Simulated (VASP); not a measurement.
# NbCu under changes of volume

One of the cells (17.157 Å³/atom); the others are scaled copies at fixed shape and fractional positions:

```
CELL_PARAMETERS angstrom
0.00000 2.57918 2.57918
2.57918 0.00000 2.57918
2.57918 2.57918 0.00000
ATOMIC_POSITIONS crystal
Nb 0.00000 0.00000 0.00000
Cu 0.50000 0.50000 0.50000
```

The cell was built by a generator and needn't be a form met in nature.

| Property | Result |
| --- | --- |
| Program | VASP 6.6.1 |
| Functional | PBE |
| Potentials or basis | VASP PAW PBE potentials, release 64 (Nb_sv, Cu) |
| Cutoff | 520 eV |
| k mesh | 9 × 9 × 9 |
| Occupations | fermi-dirac, width 0.05 eV |
| Spin | no spin polarisation |

```csv
volume (Å³/atom),energy over the lowest point (meV/atom),pressure (GPa)
15.811,27.46,10.1
16.148,10.10,6.4
16.484,?,?
17.157,0.00,-2.7
17.494,8.26,-5.2
17.830,21.35,-7.3
```

Task: What does the run at 16.484 Å³/atom give?

Result: Energy over the lowest point 0.26 meV/atom; pressure 3.0 GPa.

Worked out: A Birch-Murnaghan fit of order 3 (a polynomial in V^(-2/3)) to the other rows has its minimum at 16.82 Å³/atom with B0 = V·E''(V) = 143 GPa and B' = 4.5. It gives 0.27 meV/atom at 16.484 Å³/atom, against the run's 0.26, and -dE/dV = 3.0 GPa, against 3.0.

Energies are extrapolated to zero smearing.
